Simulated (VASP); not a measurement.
Input:

```xyz
3
Lattice="3.3817 0.0000 0.0000 -1.6908 2.9286 0.0000 0.0000 0.0000 5.4553" Properties=species:S:1:pos:R:3 pbc="T T T"
Ge     0.0000     0.0000     0.0000
Be     0.0000     1.9524     1.3747
Be     1.6908     0.9762     4.0806
```

These are PBE GGA, VASP's PBE PAW potentials (set 64) (plane waves; VASP) values and carry that method's errors. Settings: 300 eV cut-off, 6×6×3 Γ-centred mesh, Fermi-Dirac smearing of 0.050 eV, potentials Ge_d Be.

At this cut-off the stress carries a Pulay error, which pulls relaxed volumes low. Energy and stress use the plane-wave basis of the starting cell.

### Question
The ions, cell shape and volume are relaxed. Predict the relaxed structure.

### Answer

```xyz
3
Lattice="2.7809 0.0000 0.0000 -1.3904 2.4083 0.0000 0.0000 0.0000 5.4299" Properties=species:S:1:pos:R:3 pbc="T T T"
Ge    -1.3904     2.4083     0.0000
Be     0.0000     1.6055     1.9142
Be     1.3904     0.8028     3.5157
```
Space group P-3m1 (164), at a tolerance of 0.03 Å.

### Question
How do energy and volume change from the first to the last step?

### Answer
The energy (σ→0) changes by -565.1 meV/atom and the volume by -32.7 %, in 21 ionic steps.

The structure was generated: Be2Ge was put into an ordered model structure, which need not be its known phase. This run relaxes it. Symmetry was kept, so distortions that lower it aren't found. The k-mesh is coarse (spacing up to 0.43 per Å, 2π included), so the numbers may not be converged in it. The run is one of a series of settings (EDIFFG = -0.01, IBRION = 2, ISIF = 3, NSW = 50 against the base run), some of them coarse on purpose.
